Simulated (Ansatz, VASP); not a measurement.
## Two plane-wave programs on Mg2CdS3

```
Mg Cd S
1.0
    -1.88576    1.88576    8.00413
     1.88576   -1.88576    8.00413
     1.88576    1.88576   -8.00413
Mg Cd S
2 1 3
Direct
  0.66705 0.66705 0.00000
  0.33295 0.33295 0.00000
  0.00000 0.00000 0.00000
  0.17007 0.17007 0.00000
  0.82993 0.82993 0.00000
  0.50000 0.50000 0.00000
```

Alike in both runs: functional PBE; k mesh 6 × 6 × 6; occupations gaussian, width 0.1 eV; no spin polarisation.

Ansatz relaxed the structure, and its values are those at the end. VASP's run is a single point on that final structure, the one shown.

|  | VASP | Ansatz |
| --- | --- | --- |
| version | VASP 6.6.1 | Ansatz 0.2.0 |
| potentials or method | VASP PAW PBE potentials, release 64 (Mg, Cd, S) | scalar-relativistic, plane waves, PAW |
| plane-wave cutoff (eV) | 520 | 420 |
| valence electrons in the cell | 34 | 58 |

|  | VASP | Ansatz | Ansatz less VASP |
| --- | --- | --- | --- |
| gap on the k mesh at the Fermi level (eV) | 1.26 | 1.27 | +0.007 |
| least direct gap on the mesh (eV) | 2.13 | 2.14 | +0.012 |
| pressure (GPa) | 0.0 | 0.0 | +0.01 |
| rms of the force components (eV/Å) | 0.015 | 0.008 | -0.0070 |

The functional is the same, so the differences come from potentials, cutoffs and numerics. The two sets of potentials don't hold the same shells in valence.

A k mesh can miss the band edges. As with any semilocal functional, this PBE gap is likely too small.
